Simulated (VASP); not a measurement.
Computed with PBE GGA, VASP's PBE PAW potentials (set 64) (plane waves; VASP).

Input for VASP

**INCAR**
```
# general
SYSTEM =Ag
PREC   =Accurate
ENCUT  =480
LREAL  =.FALSE.
LASPH  =.TRUE.

# electronic loop
EDIFF  =1E-7
NELM   =100
ALGO   =Normal
LMAXMIX=4

# smearing
ISMEAR =1
SIGMA  =0.1

# functional
GGA    =PE

# ions
ISIF   =2

# output
LWAVE  =.FALSE.
LCHARG =.FALSE.
```

KPOINTS:
```
kpoints
0
G
 14 14 14
```

POSCAR:
```
Ag
1.0
  0.0000000000   2.1326932021   2.1326932021
  2.1326932021   0.0000000000   2.1326932021
  2.1326932021   2.1326932021   0.0000000000
Ag
1
Cart
  0.0000000000   0.0000000000   0.0000000000
```

POTCAR, in this order: Ag (PBE.64 set). Program: vasp_std.

The run wrote:

**OSZICAR**
```
       N       E                     dE             d eps       ncg     rms          rms(c)
DAV:   1     0.411647066952E+02    0.41165E+02   -0.53904E+03  1968   0.101E+03
DAV:   2    -0.252534636465E+01   -0.43690E+02   -0.41916E+02  1927   0.195E+02
DAV:   3    -0.289635445278E+01   -0.37101E+00   -0.37087E+00  2186   0.216E+01
DAV:   4    -0.289716995645E+01   -0.81550E-03   -0.81549E-03  2143   0.101E+00
DAV:   5    -0.289717589624E+01   -0.59398E-05   -0.59387E-05  2084   0.797E-02    0.376E+00
DAV:   6    -0.269111439736E+01    0.20606E+00   -0.10856E+00  1913   0.110E+01    0.262E+00
DAV:   7    -0.268716658003E+01    0.39478E-02   -0.43873E-03  2021   0.789E-01    0.152E+00
DAV:   8    -0.268541643212E+01    0.17501E-02   -0.72231E-04  1953   0.291E-01    0.406E-02
DAV:   9    -0.268543020400E+01   -0.13772E-04   -0.97258E-06  2289   0.312E-02    0.116E-02
DAV:  10    -0.268543528911E+01   -0.50851E-05   -0.34309E-06  2040   0.232E-02    0.119E-03
DAV:  11    -0.268543524418E+01    0.44931E-07   -0.49075E-08  1440   0.236E-03
   1 F= -.26854352E+01 E0= -.26853044E+01  d E =-.392656E-03
```

OUTCAR:
```
------------------------ aborting loop because EDIFF is reached ----------------------------------------
  FORCE on cell =-STRESS in cart. coord.  units (eV):
  Direction    XX          YY          ZZ          XY          YZ          ZX
  --------------------------------------------------------------------------------------
  Total       -0.7200086     -0.7200086     -0.7200086      0.0000000      0.0000000     -0.0000000
  in kB      -59.4611252    -59.4611252    -59.4611252      0.0000000      0.0000000     -0.0000000
  external PRESSURE =     -59.4611252 kB  Pullay stress =       0.0000000 kB
  volume of cell :       19.40
      direct lattice vectors                 reciprocal lattice vectors
     0.000000000  2.132693202  2.132693202    -0.234445348  0.234445348  0.234445348
     2.132693202  0.000000000  2.132693202     0.234445348 -0.234445348  0.234445348
     2.132693202  2.132693202  0.000000000     0.234445348  0.234445348 -0.234445348
 POSITION                                       TOTAL-FORCE (eV/Angst)
 -----------------------------------------------------------------------------------
      0.00000      0.00000      0.00000         0.000000      0.000000     -0.000000
 -----------------------------------------------------------------------------------
    total drift:                                0.000000      0.000000     -0.000000
  FREE ENERGIE OF THE ION-ELECTRON SYSTEM (eV)
  ---------------------------------------------------
  free  energy   TOTEN  =        -2.6854352442 eV

  energy  without entropy=       -2.6850425878  energy(sigma->0) =       -2.68530436
```
(Selected blocks of OUTCAR.)

The compound is Ag in the fcc structure. This cell was strained or had an atom moved on purpose.
